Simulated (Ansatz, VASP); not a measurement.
## NaMgI3: VASP beside Ansatz

Aim: how closely do two programs agree when they are given the same cell, functional and k mesh? The cell is generated by rule, not measured, and may not be a known phase. The cell is taken from a series of runs on this material, whose earlier steps may have relaxed, scaled, displaced or heated it; both programs get it as it stands.

Calculated with Ansatz 0.2.0; plane waves, with VASP 6.6.1 beside it; relaxation of cell and atoms at r2SCAN.

## 1. The starting structure

It takes space group Pm-3m (No. 221, cubic). The conventional cell has a = 5.788 Å, b = 5.788 Å, c = 5.788 Å, α = 90.00°, β = 90.00°, γ = 90.00°. Nearest to Na lie 12 I at 4.09 Å. Mg has 6 I at 2.89 Å nearest. Nearest to I lie 2 Mg at 2.89 Å. Farther neighbours and most contacts between anions are not listed.

## 2. Ansatz: relaxation of cell and atoms, r2SCAN, pair 1

Ansatz runs on its default PAW (the set named soft_2) files.

The relaxed volume is the usual yardstick between codes: in a stiff, nearly cubic crystal its relative difference is about their pressure difference at one cell divided by the bulk modulus.

The input, input.yaml:

```yaml
crystal:
  lattice:
    - [5.7884207145, 0.0, 0.0]
    - [0.0, 5.7884207145, 0.0]
    - [0.0, 0.0, 5.7884207145]
  atoms:
    - { symbol: Na, position: [0.0, 0.0, 0.0] }
    - { symbol: Mg, position: [0.5, 0.5, 0.5] }
    - { symbol: I, position: [0.0, 0.5, 0.5] }
    - { symbol: I, position: [0.5, 0.0, 0.5] }
    - { symbol: I, position: [0.5, 0.5, 0.0] }
kpoints:
  mp_grid: { grid: [4, 4, 4] }
hamiltonian:
  xc: r2scan
scf:
  occupations: { method: fixed }
output:
  forces: true
  stress: true
  eigenvalues: true
relax:
  adjacent_minimum: "off"
  f_tol: 0.001
  max_steps: 60
  cell: { stress_tol: 0.01 }
```

On the command line:

```sh
$ ansatz run input.yaml --threads 8 --pin off --max-ram 14336MiB --backend cpu --events-out ev --progress --plain --runs-dir out
```

Numbers of over 12 decimals in the logs are rounded to 6 here.

The program printed:

```text
Engine: ansatz 0.2.0, aarch64-unknown-linux-gnu
Pseudopotentials: kind: paw
Pseudopotential: Na, paw, valence charge 9, recommended cutoff 500 eV (meta_gga), Na.paw.azcp
Pseudopotential: Mg, paw, valence charge 10, recommended cutoff 500 eV (meta_gga), Mg.paw.azcp
Pseudopotential: I, paw, valence charge 17, recommended cutoff 500 eV (meta_gga), I.paw.azcp
Functional definition: r2SCAN
  parameter k0 = 0.174
  parameter k1 = 0.065
  parameter a1 = 4.9479
  exchange = r2scan_x(k0 = k0, k1 = k1, a1 = a1)
  correlation = r2scan_c
Crystal: 5 atoms, lattice volume = 193.946 Å³
Basis set: ecut = 500 eV, 4945 PW (Γ), exchange–correlation on 180×180×180 points (64 copies of the dense FFT grid, shifted against one another)
Bands: 42, of which v1, the nominal top of the filled ones, is band 35 counted from 1 (34 counted from 0)
Symmetry: 48 space group operations
Space group: Pm-3m (ITA 221), of the structure as read, at distance tolerance 5.8e-5 Å
k-points: 10 of 64
Non-local potential: Na, projectors of the file, l = 0: 3, l = 1: 2, l = 2: 1
Non-local potential: Mg, projectors of the file, l = 0: 3, l = 1: 2, l = 2: 1
Non-local potential: I, projectors of the file, l = 0: 2, l = 1: 2, l = 2: 2, l = 3: 2
PAW form: soft (Blöchl's): semilocal exchange-correlation on the pseudo side does not see the compensation charge
PAW frozen core: Na, regenerated for the run's functional (the file was generated under x = pbe(κ = 0.804, μ = 0.219515), c = pbe(β = 0.066725))
PAW frozen core: Mg, regenerated for the run's functional (the file was generated under x = pbe(κ = 0.804, μ = 0.219515), c = pbe(β = 0.066725))
PAW frozen core: I, regenerated for the run's functional (the file was generated under x = pbe(κ = 0.804, μ = 0.219515), c = pbe(β = 0.066725))
PAW one-centre angular grid: Na, 302 points (default); XC on 339 of its mesh's 2595 points in the sphere
PAW one-centre angular grid: Mg, 302 points (default); XC on 224 Gauss nodes
PAW one-centre angular grid: I, 590 points (default); XC on 160 Gauss nodes
Initial density: superposition of atomic densities (neutral atoms: chi_scale 0, normalization atom), corrected by the library's trained network
Initial wavefunctions: pseudopotential atomic-orbital guess
Functional: x = r2scan, c = r2scan; τ floored in thin density (d = 2e-4 eV/Å³)
SCF iter   1: F=—  HF=-26004.620465 eV  |F-HF|=—  |Δ(HF+E_count)|=         —  Δρ=4.33e-3  dr2=2.25e-2  dr2_τ=2.33e-3  ethr=1.77e-3  ⟨swp⟩=5.8  Hψ=1418  notcnv=0  defer=46
preconditioner: auto → Resta (q_TF=auto, 2.302 Å⁻¹)  ε∞=2.7  [insulator: Δε(μ)=1.806 eV  Ē_g=10.061 eV  n_scr=32 (ndim 8)  ℏωp=13.1 eV  f_vac=0.213  ε∞_Penn≈2.7]
SCF iter   2: F=—  HF=-26004.651668 eV  |F-HF|=—  |Δ(HF+E_count)|=   3.12e-2  Δρ=1.66e-3  dr2=5.46e-3  dr2_τ=2.95e-4  ethr=3.21e-5  ⟨swp⟩=3.0  Hψ=901  notcnv=0  defer=46
SCF iter   3: F=—  HF=-26004.651776 eV  |F-HF|=—  |Δ(HF+E_count)|=   1.09e-4  Δρ=4.73e-4  dr2=6.95e-4  dr2_τ=1.45e-5  ethr=7.80e-6  ⟨swp⟩=3.0  Hψ=920  notcnv=0  defer=47
SCF iter   4: F=—  HF=-26004.651800 eV  |F-HF|=—  |Δ(HF+E_count)|=   2.37e-5  Δρ=7.81e-5  dr2=8.60e-6  dr2_τ=1.42e-7  ethr=9.93e-7  ⟨swp⟩=2.4  Hψ=543  notcnv=0  defer=46
SCF iter   5: F=—  HF=-26004.651775 eV  |F-HF|=—  |Δ(HF+E_count)|=   2.53e-5  Δρ=1.82e-5  dr2=6.02e-7  dr2_τ=3.39e-8  ethr=1.23e-8  ⟨swp⟩=2.6  Hψ=766  notcnv=0  defer=45
SCF iter   6: F=-26004.651775 eV  HF=-26004.651775 eV  |F-HF|=1.64e-8  |Δ(HF+E_count)|=   1.15e-7  Δρ=3.67e-6  dr2=3.84e-8  dr2_τ=1.87e-9  ethr=1.43e-10  ⟨swp⟩=15.8  Hψ=2522  notcnv=0
SCF 1 converged in 6 iterations: F = -26004.651775 eV  dr2 = 3.84e-8
  greatest PAW one-centre occupation: 1.000 electrons in one spin orbital (limit 2), on the Na atom at site 0 (counted from 0), in its partial waves of l = 0
relax step   1: F+E_penalty+E_count = -26004.65177486 eV  Δ(F+E_penalty+E_count) = +0.000e0 eV  max|allowed force component| = 7.342e-29 eV/Å  Δτ_max = 0.0000 Å  P = +0.001 GPa  Ω = 193.946 Å³  (6 SCF iters, dr2 threshold 1.00e-7 eV, accepted)
Initial density: handed on by an earlier stage of this run
Initial wavefunctions: pseudopotential atomic-orbital guess (no wavefunctions were taken with the density)
iter 1 solved again at ethr=3.32e-7 eV; its pass at ethr=3.10e-3 eV (dr2=2.33e-4 eV) is discarded
SCF iter   1: F=—  HF=-26004.651796 eV  |F-HF|=—  |Δ(HF+E_count)|=         —  Δρ=3.62e-6  dr2=3.93e-8  dr2_τ=1.90e-9  ethr=3.32e-7  ⟨swp⟩=3.6  Hψ=2466  notcnv=0  defer=46
eigensolver tolerance schedule: the retry pair's looser diagonalisation over-reported the residual by 5922.89 of it (diagonalisation noise at 1.74 of the residual, at the tolerance the schedule requests for it); recorded, not acted on — ethr = c·dr2/N_el stays at c = 1.0e-1
preconditioner: auto → Resta (q_TF=auto, 2.302 Å⁻¹)  ε∞=2.7  [insulator: Δε(μ)=1.822 eV  Ē_g=10.062 eV  n_scr=32 (ndim 8)  ℏωp=13.1 eV  f_vac=0.214  ε∞_Penn≈2.7]
SCF iter   2: F=—  HF=-26004.651775 eV  |F-HF|=—  |Δ(HF+E_count)|=   2.08e-5  Δρ=2.45e-6  dr2=1.78e-8  dr2_τ=9.30e-10  ethr=5.61e-11  ⟨swp⟩=3.0  Hψ=878  notcnv=0  defer=46
SCF iter   3: F=—  HF=-26004.651775 eV  |F-HF|=—  |Δ(HF+E_count)|=   8.34e-9  Δρ=6.62e-7  dr2=1.35e-9  dr2_τ=1.71e-10  ethr=2.55e-11  ⟨swp⟩=2.0  Hψ=659  notcnv=0  defer=46
SCF iter   4: F=—  HF=-26004.651775 eV  |F-HF|=—  |Δ(HF+E_count)|=  1.93e-10  Δρ=3.21e-7  dr2=1.43e-10  dr2_τ=8.17e-12  ethr=1.93e-12  ⟨swp⟩=2.1  Hψ=704  notcnv=0  defer=46
SCF iter   5: F=—  HF=-26004.651775 eV  |F-HF|=—  |Δ(HF+E_count)|=  6.18e-11  Δρ=1.31e-7  dr2=2.05e-11  dr2_τ=9.47e-13  ethr=1.00e-12  ⟨swp⟩=1.0  Hψ=397  notcnv=0  defer=46
SCF iter   6: F=-26004.651775 eV  HF=-26004.651775 eV  |F-HF|=2.18e-11  |Δ(HF+E_count)|=  3.27e-11  Δρ=1.65e-8  dr2=4.65e-13  dr2_τ=1.63e-14  ethr=1.00e-12  ⟨swp⟩=15.5  Hψ=2877  notcnv=0
SCF 2 converged in 6 iterations: F = -26004.651775 eV  dr2 = 4.65e-13
relax step   2: F+E_penalty+E_count = -26004.65177486 eV  Δ(F+E_penalty+E_count) = -3.805e-9 eV  max|allowed force component| = 4.023e-29 eV/Å  Δτ_max = 0.0000 Å  P = +0.001 GPa  Ω = 193.946 Å³  stress off target by 1.19e-3 GPa  SCF on the basis re-selected at this cell (its energy is not comparable with the rows above)  (6 SCF iters)
basis re-selected at this cell: Δ(F+E_penalty+E_count) = -3.805e-9 eV, ΔP = +0.000 GPa vs the last step (what re-selecting the basis moved, of the pressure what is left beyond the Pulay correction that the steps carried, after the strain that the cell walked since its last selection, with what the two solves' SCF thresholds leave and, on support functions, any second-order correction that the steps lacked; it is no m [...]
SCF converged after 6 iterations
Free energy (F): -26004.651775 eV
Harris-Foulkes:  -26004.651775 eV  (|F-HF|=2.18e-11)
Internal energy: -26004.651775 eV  (E = F + TS)
E sigma→0 (E₀):  -26004.651775 eV
Fermi energy:    3.358526 eV
--- Per-component energies (eV) ---
  E_band       = -1887.158365
  E_kinetic    = 762.277719
  E_local      = -9829.873020  (includes V_loc(G=0)·N_el)
  E_nonlocal   = -59.043041
  E_hartree    = 4552.663960
  E_xc         = -426.299945
  E_vxc        = -513.734062  (∫ρ·V_xc dr)
  E_paw        = -15083.239301  (= ΣΔE_a)
  E_vpaw       = -1384.750641  (= ΣTr[D̂ρ^β])
  E_aug_tail   = -0.000092  (compensation charges beyond the density's cutoff)
  E_vtau       = 32.636869  (kinetic-family band-sum trace: ∫τ·v_τ [+ j·A + Jᵃ·Aᵃ] dr)
  E_ewald      = -5921.304738
  E_core_change = 0.166684  (= ΣΔE_core)
  E_smearing   = -0.000000  (= −TS)
  E_closure    = 0.000000  (closes the sum)
  Σ components = -26004.651775   (vs F -26004.651775, Δ=0.00e0)
--- Forces (eV/Å), atoms counted from 1 ---
  atom   1  Na     0.00000000    -0.00000000     0.00000000
  atom   2  Mg     0.00000000    -0.00000000     0.00000000
  atom   3  I      0.00000000    -0.00000000    -0.00000000
  atom   4  I      0.00000000    -0.00000000     0.00000000
  atom   5  I      0.00000000    -0.00000000     0.00000000
  max |Σ_I F_I| component: 2.01e-28 eV/Å
--- Stress (GPa, compression-positive) ---
        0.001189       0.000000       0.000000
        0.000000       0.001189       0.000000
        0.000000      -0.000000       0.001189
  P = ⅓ Tr σ = 0.0012 GPa (0.012 kbar)
--- Band table (eV; the first three rows and the last of 10) ---
  k-point 0: bands = [... 31 lower, 2.4704, 2.7895, 2.7895, 2.7895, 5.1810, 6.4972, 9.2830, 9.2830, ... 3 higher]
  k-point 1: bands = [... 31 lower, 2.2680, 2.3526, 2.6984, 2.6984, 5.9637, 7.2605, 9.2427, 9.4577, ... 3 higher]
  k-point 2: bands = [... 31 lower, 1.9767, 2.2429, 2.6801, 2.6801, 7.3337, 7.8168, 8.5482, 9.6993, ... 3 higher]
  k-point 9: bands = [... 31 lower, 2.2746, 3.3585, 3.3585, 3.3585, 6.5699, 8.4683, 8.4683, 8.4683, ... 3 higher]
--- Relaxed structure (1 steps of the walk, 1 accepted, 1 SCFs on fresh bases) ---
  F+E_penalty+E_count = -26004.65177486 eV   max|allowed force component| = 4.023e-29 eV/Å   (the final SCF, on the basis selected at the relaxed cell)
  cell:  # Å, volume = 193.9457 Å³
    - [5.7884207145, 0.0, 0.0]
    - [0.0, 5.7884207145, 0.0]
    - [0.0, 0.0, 5.7884207145]
  atoms:
    - { symbol: Na, position: [0.0, 0.0, 0.0] }
    - { symbol: Mg, position: [0.5, 0.5, 0.5] }
    - { symbol: I, position: [0.0, 0.5, 0.5] }
    - { symbol: I, position: [0.5, 0.0, 0.5] }
    - { symbol: I, position: [0.5, 0.5, 0.0] }
```

[end of part 1 of 3]

[Lines on the potential files, build, host, timing and source positions are cut from VASP's logs without a mark.]

[Logs are printed without paths, hosts, clocks, repeated set-up lines and the standing remarks that a program may print on its own settings, such as how far it seeks lower states.]

[Hosts, paths, dates, database ids (printed as entryN), source tags and the programs' standing remarks are cut or masked in the printed files.]
